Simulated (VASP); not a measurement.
OSZICAR of a VASP run on SnO (litharge):

### OSZICAR
```
       N       E                     dE             d eps       ncg     rms          rms(c)
DAV:   1     0.404710555597E+03    0.40471E+03   -0.21015E+04  1456   0.264E+03
DAV:   2     0.286346010620E+02   -0.37608E+03   -0.36985E+03  1544   0.580E+02
DAV:   3    -0.241408189377E+02   -0.52775E+02   -0.52024E+02  1800   0.191E+02
DAV:   4    -0.260710200955E+02   -0.19302E+01   -0.19281E+01  1528   0.413E+01
DAV:   5    -0.261267749580E+02   -0.55755E-01   -0.55744E-01  1944   0.705E+00    0.117E+01
DAV:   6    -0.225310126244E+02    0.35958E+01   -0.22605E+01  2448   0.511E+01    0.460E+00
DAV:   7    -0.225546116952E+02   -0.23599E-01   -0.20247E+00  1600   0.962E+00    0.255E+00
DAV:   8    -0.225593174655E+02   -0.47058E-02   -0.54125E-01  2216   0.585E+00    0.104E+00
DAV:   9    -0.225373740653E+02    0.21943E-01   -0.16904E-01  2224   0.442E+00    0.243E-01
DAV:  10    -0.225390844321E+02   -0.17104E-02   -0.16044E-02  2000   0.121E+00    0.158E-01
DAV:  11    -0.225385719450E+02    0.51249E-03   -0.39922E-03  2296   0.680E-01    0.281E-02
DAV:  12    -0.225386344406E+02   -0.62496E-04   -0.53795E-04  1552   0.146E-01    0.425E-02
DAV:  13    -0.225386156087E+02    0.18832E-04   -0.12111E-04  2144   0.135E-01    0.694E-03
DAV:  14    -0.225386165763E+02   -0.96767E-06   -0.10830E-05  1752   0.283E-02    0.535E-03
DAV:  15    -0.225386170361E+02   -0.45974E-06   -0.14015E-06  2120   0.102E-02    0.112E-03
DAV:  16    -0.225386172299E+02   -0.19386E-06   -0.57021E-08   944   0.249E-03    0.105E-03
DAV:  17    -0.225386172782E+02   -0.48241E-07   -0.55271E-08   888   0.352E-03
   1 F= -.23702182E+02 E0= -.23701912E+02  d E =-.237022E+02
       N       E                     dE             d eps       ncg     rms          rms(c)
DAV:   1    -0.225289597422E+02    0.96575E-02   -0.19820E+01  1728   0.293E+01    0.898E-01
DAV:   2    -0.225802968385E+02   -0.51337E-01   -0.57618E-01  2104   0.646E+00    0.347E-01
DAV:   3    -0.225799827026E+02    0.31414E-03   -0.70063E-03  1824   0.840E-01    0.232E-01
DAV:   4    -0.225796311939E+02    0.35151E-03   -0.11242E-03  2208   0.390E-01    0.650E-02
DAV:   5    -0.225796515503E+02   -0.20356E-04   -0.22990E-04  1832   0.134E-01    0.182E-02
DAV:   6    -0.225796562640E+02   -0.47137E-05   -0.19828E-05  1704   0.433E-02    0.539E-03
DAV:   7    -0.225796571186E+02   -0.85461E-06   -0.16099E-06  1832   0.112E-02    0.200E-03
DAV:   8    -0.225796575711E+02   -0.45248E-06   -0.27486E-07  1408   0.662E-03    0.457E-04
DAV:   9    -0.225796575721E+02   -0.99317E-09   -0.48911E-08   904   0.201E-03
   2 F= -.23744624E+02 E0= -.23744375E+02  d E =-.424428E-01
       N       E                     dE             d eps       ncg     rms          rms(c)
DAV:   1    -0.225796047149E+02    0.52856E-04   -0.20942E-02  1720   0.896E-01    0.278E-02
DAV:   2    -0.225796547071E+02   -0.49992E-04   -0.54415E-04  2136   0.205E-01    0.996E-03
DAV:   3    -0.225796532218E+02    0.14852E-05   -0.58788E-06  1808   0.267E-02    0.655E-03
DAV:   4    -0.225796524100E+02    0.81185E-06   -0.13783E-06  2016   0.198E-02    0.185E-03
DAV:   5    -0.225796525055E+02   -0.95455E-07   -0.38360E-07  1408   0.563E-03
   3 F= -.23744663E+02 E0= -.23744414E+02  d E =-.424817E-01
       N       E                     dE             d eps       ncg     rms          rms(c)
DAV:   1    -0.225939561818E+02   -0.14304E-01   -0.62801E-01  1592   0.675E+00    0.688E-01
DAV:   2    -0.225876143988E+02    0.63418E-02   -0.23374E-02  1952   0.229E+00    0.423E-01
DAV:   3    -0.225834314791E+02    0.41829E-02   -0.41225E-03  2112   0.122E+00    0.719E-02
DAV:   4    -0.225834574002E+02   -0.25921E-04   -0.12426E-03  1800   0.293E-01    0.295E-02
DAV:   5    -0.225834596875E+02   -0.22872E-05   -0.10292E-04  1856   0.928E-02    0.819E-03
DAV:   6    -0.225834567717E+02    0.29158E-05   -0.92019E-06  2088   0.379E-02    0.268E-03
DAV:   7    -0.225834566702E+02    0.10151E-06   -0.12055E-06  1800   0.118E-02    0.141E-03
DAV:   8    -0.225834567101E+02   -0.39913E-07   -0.11506E-07   944   0.391E-03
   4 F= -.23748647E+02 E0= -.23748396E+02  d E =-.398316E-02
       N       E                     dE             d eps       ncg     rms          rms(c)
DAV:   1    -0.226021009429E+02   -0.18644E-01   -0.10212E+00  1576   0.860E+00    0.878E-01
DAV:   2    -0.225918397574E+02    0.10261E-01   -0.38545E-02  1880   0.282E+00    0.539E-01
DAV:   3    -0.225850402578E+02    0.67995E-02   -0.66091E-03  2152   0.153E+00    0.928E-02
DAV:   4    -0.225850670635E+02   -0.26806E-04   -0.19119E-03  1856   0.378E-01    0.377E-02
DAV:   5    -0.225850700559E+02   -0.29924E-05   -0.16086E-04  1824   0.116E-01    0.988E-03
DAV:   6    -0.225850659396E+02    0.41163E-05   -0.13829E-05  2072   0.462E-02    0.336E-03
DAV:   7    -0.225850658374E+02    0.10211E-06   -0.19104E-06  1832   0.149E-02    0.181E-03
DAV:   8    -0.225850659016E+02   -0.64169E-07   -0.20554E-07  1072   0.483E-03
   5 F= -.23750498E+02 E0= -.23750244E+02  d E =-.583464E-02
       N       E                     dE             d eps       ncg     rms          rms(c)
DAV:   1    -0.225850803229E+02   -0.14485E-04   -0.13122E-03  1592   0.307E-01    0.314E-02
DAV:   2    -0.225850671742E+02    0.13149E-04   -0.49402E-05  2048   0.111E-01    0.193E-02
DAV:   3    -0.225850580915E+02    0.90828E-05   -0.82091E-06  2048   0.522E-02    0.338E-03
DAV:   4    -0.225850581068E+02   -0.15323E-07   -0.21725E-06  2064   0.120E-02    0.129E-03
DAV:   5    -0.225850581920E+02   -0.85215E-07   -0.21204E-07  1104   0.434E-03
   6 F= -.23750499E+02 E0= -.23750244E+02  d E =-.583536E-02
       N       E                     dE             d eps       ncg     rms          rms(c)
DAV:   1    -0.225849961360E+02    0.61971E-04   -0.15920E-02  1720   0.790E-01    0.275E-02
DAV:   2    -0.225850357172E+02   -0.39581E-04   -0.44417E-04  2080   0.197E-01    0.111E-02
DAV:   3    -0.225850337874E+02    0.19298E-05   -0.54259E-06  1904   0.266E-02    0.681E-03
DAV:   4    -0.225850328478E+02    0.93961E-06   -0.12888E-06  2032   0.206E-02    0.152E-03
DAV:   5    -0.225850329575E+02   -0.10976E-06   -0.43247E-07  1320   0.664E-03    0.605E-04
DAV:   6    -0.225850330456E+02   -0.88055E-07   -0.31955E-08   744   0.299E-03
   7 F= -.23750515E+02 E0= -.23750260E+02  d E =-.158003E-04
```

### Question
Which electronic solver shows in the log?

### Answer
It is blocked Davidson (ALGO = Normal, or the opening steps of other solvers). The INCAR had ALGO = Normal.

### Question
Can the final energy be trusted as converged?

### Answer
Self-consistency was reached. It stopped with EDIFF = 1E-7, NELM = 100, NSW = 30 and EDIFFG = -0.01 after 7 ionic steps (PBE GGA with D4 dispersion, plane waves, VASP's PBE PAW potentials (set 64)).

The compound is SnO in the litharge structure. This cell is one point of a volume scan, at 0.94 of the reference volume. Symmetry was kept, so distortions that lower it aren't found.
